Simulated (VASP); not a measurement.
Consider the following.

```cif
data_Cu4I4
_chemical_formula_sum 'Cu4 I4'
_space_group_name_H-M_alt 'F-43m'
_space_group_IT_number 216
_space_group_name_Hall 'F -4 2 3'
_cell_length_a 5.97919
_cell_length_b 5.97919
_cell_length_c 5.97919
_cell_angle_alpha 90.000
_cell_angle_beta 90.000
_cell_angle_gamma 90.000
loop_
_atom_site_label
_atom_site_type_symbol
_atom_site_symmetry_multiplicity
_atom_site_Wyckoff_symbol
_atom_site_fract_x
_atom_site_fract_y
_atom_site_fract_z
_atom_site_occupancy
Cu1 Cu 4 a 0.00000 0.00000 0.00000 1
I1 I 4 d 0.75000 0.75000 0.75000 1
```
(The calculation used a cell of 2 atoms; values per cell refer to that cell.)

The numbers are results of vdW-DF-cx, VASP's PBE PAW potentials (set 64) (plane waves; VASP 6.6.1), not measurements. Settings: 520 eV cut-off, 8×8×8 Γ-centred mesh, Gaussian smearing of 0.050 eV, potentials Cu I.

Q: Give the energy at these volumes per atom, relative to the lowest: 25.13, 25.93, 26.73, 27.53, 28.33 Å³.

A: 15.6, 3.6, 0.0, 3.3, 12.5 meV/atom. A third-order Birch-Murnaghan fit gives B0 = 46.3 GPa and B0′ = 5.2.

The compound is CuI in the zinc blende structure. It was relaxed first.
